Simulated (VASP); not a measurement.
Consider the following.

```
CELL_PARAMETERS angstrom
      0.00000     1.65424     1.65424
      1.65424     0.00000     1.65424
      1.65424     1.65424     0.00000
ATOMIC_POSITIONS crystal
  F  0.00000 0.00000 0.00000
```

Method: PBEsol GGA, VASP's PBE PAW potentials (set 64) (plane waves; VASP). Settings: 520 eV cut-off, Gaussian smearing of 0.050 eV, potentials F.

Task: Give the energies of bands 2 to 4 at the high-symmetry points, in eV from the Fermi level.

Result: 
| band | Γ | X | U | L | W |
|---|---|---|---|---|---|
| 2 | 0.65 | -4.02 | -3.25 | -4.70 | -2.60 |
| 3 | 0.65 | -0.91 | -2.36 | 0.17 | -2.60 |
| 4 | 0.65 | -0.91 | -0.55 | 0.17 | -1.27 |

It has no gap at this level: it comes out as a metal or semimetal.

The structure was generated: F was put into the fcc type (Fm-3m), which need not be its known phase. It was relaxed first, which changed the volume by -10 %.
